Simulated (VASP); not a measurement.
## CuI (relaxed from the 4H structure, space group P6_3mc): computed properties

Level of theory: r2SCAN meta-GGA, VASP's PBE PAW potentials (set 64) (plane waves; VASP).

space group: P6_3mc (186)
cell: a = 4.2463 Å, b = 4.2463 Å, c = 13.9259 Å, α = 90.00°, β = 90.00°, γ = 120.00°
volume per atom: 27.18 Å^3/atom
band gap (over mesh and band path): 1.71 eV
smallest direct gap (over mesh and band path): 1.71 eV
band-edge character: direct, Γ to Γ
density: 5.82 g/cm³

```xyz
8
Lattice="4.2463 0.0000 0.0000 -2.1232 3.6774 0.0000 0.0000 0.0000 13.9259" Properties=species:S:1:pos:R:3 pbc="T T T"
Cu     0.0000     0.0000    13.9190
Cu     0.0000     0.0000     6.9561
Cu     2.1232     1.2258    10.4447
Cu     0.0000     2.4516     3.4817
I      0.0000     0.0000    11.3229
I      0.0000     0.0000     4.3599
I      2.1232     1.2258     7.8407
I      0.0000     2.4516     0.8777
```

Unless said otherwise, spin-orbit coupling is left out, though it shifts the bands of the heavy elements here.

The structure was generated: CuI was put into the 4H type (P6_3mc), which need not be its known phase. It was relaxed first, which changed the volume by -11 %. Symmetry was kept, so distortions that lower it aren't found.
